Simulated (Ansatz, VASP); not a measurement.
**Cross-check of Ge (Germanium) between VASP and Ansatz**

Wanted: the spread between two codes on one cell, functional and k mesh. Of the first pair: The structure shown is the start of the Ansatz relaxation below; VASP solves that cell, so the two are compared at the walk's first step.

Calculated with Ansatz 0.2.0; plane waves, with VASP 6.6.1 beside it; single point at r2SCAN.

**1. Set-up**

It takes space group Imma (No. 74, orthorhombic). Conventional cell: a = 4.012 Å, b = 4.052 Å, c = 5.674 Å, α = 90.00°, β = 90.00°, γ = 90.00°. Nearest to Ge lie 4 Ge at 2.46 to 2.47 Å.

Structure file:

```cif
data_structure
_symmetry_space_group_name_H-M 'P 1'
_symmetry_Int_Tables_number 1
_cell_length_a 4.0221
_cell_length_b 4.0221
_cell_length_c 4.0521
_cell_angle_alpha 59.753
_cell_angle_beta 59.753
_cell_angle_gamma 59.834
_cell_volume 46.12
loop_
_atom_site_label
_atom_site_type_symbol
_atom_site_fract_x
_atom_site_fract_y
_atom_site_fract_z
_atom_site_occupancy
Ge1 Ge 0.49998 0.49998 0.49998 1
Ge2 Ge 0.75002 0.75002 0.75002 1
```

**2. Ansatz: relaxation, r2SCAN**

Ansatz runs on its PAW soft_1 files.

The two programs are compared at the cell with which this relaxation starts, whose forces are those of its first step.

Input file input.yaml:

```yaml
crystal:
  lattice:
    - [0.0141846037, 2.8511053482, 2.8369207445]
    - [2.8511053482, 0.0141846037, 2.8369207445]
    - [2.8652899519, 2.8652899519, 0.0]
  atoms:
    - { symbol: Ge, position: [0.499983901, 0.499983901, 0.499983901] }
    - { symbol: Ge, position: [0.750016099, 0.750016099, 0.750016099] }
  conventional_axes: [[0, 0, 1], [1, -1, 0], [1, 1, -1]]
kpoints:
  mp_grid: { grid: [12, 12, 12], shift: [0.5, 0.5, 0.5] }
hamiltonian:
  xc: r2scan
  pseudopotentials: { kind: paw, azcp: { folder: soft_1 } }
scf:
  occupations: { method: gaussian, width: 0.02 }
output:
  forces: true
  stress: true
  eigenvalues: true
relax:
  adjacent_minimum: "off"
  f_tol: 0.001
  max_steps: 60
  cell: { stress_tol: 0.01, fix: [a, angles] }
```

On the command line:

```
ansatz run input.yaml --threads 4 --pin off --max-ram 10240MiB --backend cpu --events-out ev --progress --plain --runs-dir out
```

Numbers of over 12 decimals in the logs are rounded to 6 here.

Log:

```text
Engine: ansatz 0.2.0, aarch64-unknown-linux-gnu
Pseudopotentials: kind: paw
Pseudopotential: Ge, paw, valence charge 14, recommended cutoff 500 eV (meta_gga), soft_1/Ge.paw.azcp
Functional definition: r2SCAN
  parameter k0 = 0.174
  parameter k1 = 0.065
  parameter a1 = 4.9479
  exchange = r2scan_x(k0 = k0, k1 = k1, a1 = a1)
  correlation = r2scan_c
Crystal: 2 atoms, lattice volume = 46.120 Å³
Basis set: ecut = 500 eV, 1223 PW (Γ), exchange–correlation on 120×120×120 points (64 copies of the dense FFT grid, shifted against one another)
Bands: 18, of which v1, the nominal top of the filled ones, is band 14 counted from 1 (13 counted from 0)
Symmetry: 4 space group operations
Space group: C2/m (ITA 12), of the structure as read, at distance tolerance 3.6e-5 Å
k-points: 468 of 1728
Non-local potential: Ge, projectors of the file, l = 0: 2, l = 1: 2, l = 2: 3, l = 3: 1
PAW form: soft (Blöchl's): semilocal exchange-correlation on the pseudo side does not see the compensation charge
PAW frozen core: Ge, regenerated for the run's functional (the file was generated under x = pbe(κ = 0.804, μ = 0.219515), c = pbe(β = 0.066725))
PAW one-centre angular grid: Ge, 590 points (default); XC on 160 Gauss nodes
Initial density: superposition of atomic densities (chi_scale 0.1, normalization cell)
Initial wavefunctions: pseudopotential atomic-orbital guess
Functional: x = r2scan, c = r2scan; τ floored in thin density (d = 2e-4 eV/Å³)
iter 1 solved again at ethr=1.66e-3 eV; its pass at ethr=3.10e-3 eV (dr2=4.64e-1 eV) is discarded
SCF iter   1: F=—  HF=-8605.761344 eV  |F-HF|=—  |Δ(HF+E_count)|=         —  Δρ=3.68e-2  dr2=4.69e-1  dr2_τ=4.28e-3  ethr=1.66e-3  ⟨swp⟩=1.0  Hψ=51161  notcnv=0
preconditioner: auto → none  [insulator: Δε(μ)=0.409 eV  Ē_g=24.260 eV  σ=0.020 eV  W_gap=1.00  n_scr=14 (ndim 8)  ℏωp=28.9 eV  f_vac=0.000  D(μ)=0.00/eV (n_scr^D=0)  ε∞_Penn≈2.4]
SCF iter   2: F=—  HF=-8605.800530 eV  |F-HF|=—  |Δ(HF+E_count)|=   3.92e-2  Δρ=1.87e-2  dr2=1.00e-1  dr2_τ=6.75e-4  ethr=1.66e-3  ⟨swp⟩=2.1  Hψ=10354  notcnv=0
SCF iter   3: F=—  HF=-8605.830768 eV  |F-HF|=—  |Δ(HF+E_count)|=   3.02e-2  Δρ=2.92e-3  dr2=1.73e-3  dr2_τ=3.26e-5  ethr=3.58e-4  ⟨swp⟩=3.1  Hψ=16910  notcnv=0
SCF iter   4: F=—  HF=-8605.828972 eV  |F-HF|=—  |Δ(HF+E_count)|=   1.80e-3  Δρ=5.93e-4  dr2=5.96e-5  dr2_τ=9.02e-7  ethr=6.20e-6  ⟨swp⟩=2.1  Hψ=16892  notcnv=0
SCF iter   5: F=—  HF=-8605.829005 eV  |F-HF|=—  |Δ(HF+E_count)|=   3.32e-5  Δρ=1.22e-4  dr2=2.96e-6  dr2_τ=5.30e-8  ethr=2.13e-7  ⟨swp⟩=2.0  Hψ=14976  notcnv=0
SCF iter   6: F=-8605.829006 eV  HF=-8605.829006 eV  |F-HF|=2.03e-9  |Δ(HF+E_count)|=   8.88e-7  Δρ=4.50e-6  dr2=5.51e-9  dr2_τ=2.43e-10  ethr=3.57e-10  ⟨swp⟩=3.6  Hψ=36880  notcnv=0
SCF 1 converged in 6 iterations: F = -8605.829006 eV  dr2 = 5.51e-9
  greatest PAW one-centre occupation: 0.998 electrons in one spin orbital (limit 2), on the Ge atom at site 1 (counted from 0), in its partial waves of l = 2
relax step   1: F+E_penalty+E_count = -8605.82900624 eV  Δ(F+E_penalty+E_count) = +0.000e0 eV  max|allowed force component| = 7.682e-2 eV/Å  Δτ_max = 0.0000 Å  P = -0.680 GPa  Ω = 46.120 Å³  fix = [a, alpha, beta, gamma]  reactions: a -1.651 GPa; beta +0.005 GPa/rad  (6 SCF iters, dr2 threshold 1.00e-7 eV, accepted)
[...]
relax step   2: F+E_penalty+E_count = -8605.82949352 eV  Δ(F+E_penalty+E_count) = -4.873e-4 eV  max|allowed force component| = 7.401e-3 eV/Å  Δτ_max = 0.0039 Å  P = -0.421 GPa  Ω = 45.942 Å³  energy of the carried Pulay correction = +2.620e-5 eV  fix = [a, alpha, beta, gamma]  reactions: a -1.316 GPa; beta +0.005 GPa/rad  (4 SCF iters, dr2 threshold 2.00e-7 eV, accepted)
[...]
relax step   3: F+E_penalty+E_count = -8605.82949816 eV  Δ(F+E_penalty+E_count) = -4.636e-6 eV  max|allowed force component| = 1.475e-3 eV/Å  Δτ_max = 0.0006 Å  P = -0.443 GPa  Ω = 45.956 Å³  energy of the carried Pulay correction = +2.406e-5 eV  fix = [a, alpha, beta, gamma]  reactions: a -1.332 GPa; beta +0.005 GPa/rad  (4 SCF iters, dr2 threshold 6.76e-9 eV, accepted)
[...]
relax step   4: F+E_penalty+E_count = -8605.82949833 eV  Δ(F+E_penalty+E_count) = -1.737e-7 eV  max|allowed force component| = 7.615e-4 eV/Å  Δτ_max = 0.0001 Å  P = -0.446 GPa  Ω = 45.959 Å³  energy of the carried Pulay correction = +2.368e-5 eV  fix = [a, alpha, beta, gamma]  reactions: a -1.333 GPa; beta +0.005 GPa/rad  (3 SCF iters, dr2 threshold 4.45e-10 eV, accepted)
[...]
relax step   5: F+E_penalty+E_count = -8605.82947501 eV  Δ(F+E_penalty+E_count) = +2.332e-5 eV  max|allowed force component| = 7.556e-4 eV/Å  Δτ_max = 0.0000 Å  P = -0.447 GPa  Ω = 45.959 Å³  fix = [a, alpha, beta, gamma]  reactions: a -1.333 GPa; beta +0.005 GPa/rad  stress off target by 4.68e-3 GPa on what of the cell is left free  SCF on the basis re-selected at this cell (its energy is not comparable with the rows above)  (5 SCF iters)
basis re-selected at this cell: Δ(F+E_penalty+E_count) = +2.332e-5 eV, ΔP = -0.000 GPa vs the last step (what re-selecting the basis moved, of the pressure what is left beyond the Pulay correction that the steps carried, after the strain that the cell walked since its last selection, with what the two solves' SCF thresholds leave and, on support functions, any second-order correction that the steps lacked; it is no m [...]
SCF converged after 5 iterations
Free energy (F): -8605.829475 eV
Harris-Foulkes:  -8605.829475 eV  (|F-HF|=1.82e-12)
Internal energy: -8605.829475 eV  (E = F + TS)
E sigma→0 (E₀):  -8605.829475 eV
Fermi energy:    8.375278 eV
--- Per-component energies (eV) ---
  E_band       = -323.722341
  E_kinetic    = 184.647661
  E_local      = -4523.786956  (includes V_loc(G=0)·N_el)
  E_nonlocal   = 436.556971
  E_hartree    = 2156.927090
  E_xc         = -131.640810
  E_vxc        = -136.521888  (∫ρ·V_xc dr)
  E_paw        = -4052.530510  (= ΣΔE_a)
  E_vpaw       = -605.630211  (= ΣTr[D̂ρ^β])
  E_aug_tail   = -0.000009  (compensation charges beyond the density's cutoff)
  E_vtau       = 7.157908  (kinetic-family band-sum trace: ∫τ·v_τ [+ j·A + Jᵃ·Aᵃ] dr)
  E_ewald      = -2673.831391
  E_core_change = -2.171521  (= ΣΔE_core)
  E_smearing   = -0.000000  (= −TS)
  E_closure    = -0.000000  (closes the sum)
  Σ components = -8605.829475   (vs F -8605.829475, Δ=0.00e0)
--- Forces (eV/Å), atoms counted from 1 ---
  atom   1  Ge     0.00000499     0.00000499    -0.00075557
  atom   2  Ge    -0.00000499    -0.00000499     0.00075557
  max |Σ_I F_I| component: 1.08e-19 eV/Å
--- Stress (GPa, compression-positive) ---
       -0.668662      -0.663980      -0.003840
       -0.663980      -0.668662      -0.003840
       -0.003840      -0.003840      -0.003195
  P = ⅓ Tr σ = -0.4468 GPa (-4.468 kbar)
--- Band table (eV; the first three rows and the last of 468) ---
  k-point 0: bands = [... 10 lower, -5.0092, 7.4623, 8.1127, 8.1190, 8.9619, 10.9014, 10.9300, 10.9968]
  k-point 1: bands = [... 10 lower, -4.8942, 6.2261, 7.6412, 8.0352, 9.6027, 11.1201, 11.1964, 11.6124]
  k-point 2: bands = [... 10 lower, -4.6096, 4.6119, 7.1883, 7.7004, 9.5584, 11.5473, 11.8071, 12.8848]
  k-point 467: bands = [... 10 lower, -2.8287, 0.3801, 5.9373, 6.6130, 9.3436, 12.0642, 12.4466, 16.1554]
--- Relaxed structure (4 steps of the walk, 4 accepted, 1 SCFs on fresh bases) ---
  F+E_penalty+E_count = -8605.82947501 eV   max|allowed force component| = 7.556e-4 eV/Å   (the final SCF, on the basis selected at the relaxed cell)
  cell:  # Å, volume = 45.9588 Å³
    - [0.014334, 2.850956, 2.827281]
    - [2.850956, 0.014334, 2.827281]
    - [2.8652899519, 2.8652899519, 0.0]
  atoms:
    - { symbol: Ge, position: [0.500598, 0.500598, 0.499367] }
    - { symbol: Ge, position: [0.749402, 0.749402, 0.750633] }
```

The column dr2 measures how far the density is from self-consistency, as an energy; F and HF (Harris–Foulkes) agree once it is small.

(Continued in part 2 of 4.)

[Lines on the potential files, build, host, timing and source positions are cut from VASP's logs without a mark.]

[Logs are printed without paths, hosts, clocks, repeated set-up lines and the standing remarks that a program may print on its own settings, such as how far it seeks lower states.]

[Hosts, paths, dates, database ids (printed as entryN), source tags and the programs' standing remarks are cut or masked in the printed files.]
